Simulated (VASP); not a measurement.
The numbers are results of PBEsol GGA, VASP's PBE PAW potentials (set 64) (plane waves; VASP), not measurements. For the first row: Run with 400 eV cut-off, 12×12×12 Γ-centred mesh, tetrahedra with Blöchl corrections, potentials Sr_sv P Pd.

| system | energy (eV/atom) |
|---|---|
| Pd2SrP2 (space group I4/mmm) | -5.9523 |
| Sr (fcc) | -1.8384 |
| P (black) | -5.7620 |
| Pd (fcc) | -5.9608 |

The references are the elements' solids at the same level; no temperature or zero-point terms are added.   Without a dispersion term in the relaxation, distances and binding between the weakly bound layers, chains or molecules are unreliable, and so is what depends on them.

Task: What is the formation energy per atom of Pd₂SrP₂?

Result: The references average (1×(-1.8384) + 2×(-5.7620) + 2×(-5.9608))/5 = -5.0568 eV, so the formation energy is -5.9523 − (-5.0568) = -0.896 eV/atom.
